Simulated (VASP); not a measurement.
Data:

```
Mg
1.0
    1.61870    -2.80366     0.00000
    1.61870     2.80366     0.00000
    0.00000     0.00000     5.11800
Mg
2
Cartesian
  1.61870   0.93456   1.27950
  1.61870  -0.93456   3.83850
```

Calculation: PBE GGA with D4 dispersion, VASP's PBE PAW potentials (set 64) (plane waves; VASP). Settings: 520 eV cut-off, 15×15×8 Γ-centred mesh, tetrahedra with Blöchl corrections, potentials Mg.

Question: Estimate the energy per atom (σ→0), band gap (on the k-mesh) with the smallest direct gap where there is one.

Answer: 
```
Quantity                                                    Result
------------------------  ----------------------------------------
band gap (on the k-mesh)  none (metal, semimetal or under 0.01 eV)
energy per atom (σ→0)                               -1.666 eV/atom
```

Only differences to runs with the same potentials and settings are physical.

The compound is Mg in the hcp structure. It was relaxed first.
